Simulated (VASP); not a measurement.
Given:

```yaml
crystal:
  lattice:
    - [2.68588, 0.00000, 0.00000]
    - [0.00000, 2.68588, 0.00000]
    - [0.00000, 0.00000, 3.71297]
  atoms:
    - { symbol: Fe, position: [0.00000, 0.00000, 0.00000], spin: 2.9 }
    - { symbol: Pt, position: [0.50000, 0.50000, 0.48653], spin: 0.3 }
```

The numbers are results of PBEsol GGA, VASP's PBE PAW potentials (set 64) (plane waves; VASP), not measurements. Numerical set-up: 480 eV cut-off, 12×12×10 Γ-centred mesh, first-order Methfessel-Paxton smearing of 0.10 eV, potentials Fe Pt.

Unless said otherwise, spin-orbit coupling is left out, though it shifts the bands of the heavy elements here.

Problem. Predict the cell moment, energy per atom (σ→0), largest force, band gap (on the k-mesh) with the smallest direct gap where there is one.

Solution. 
| Property | Value |
|---|---|
| band gap (on the k-mesh) | none (metal, semimetal or under 0.01 eV) |
| cell moment | 3.19 μB |
| energy per atom (σ→0) | -8.138 eV/atom |
| largest force | 0.461 eV/Å |

Problem. Give the moment on each site (PAW-sphere projection).

Solution. 
```csv
site,moment (μB)
Fe1,2.84
Pt2,0.32
```

The compound is FePt in the L1_0 structure. This cell was strained or had an atom moved on purpose.
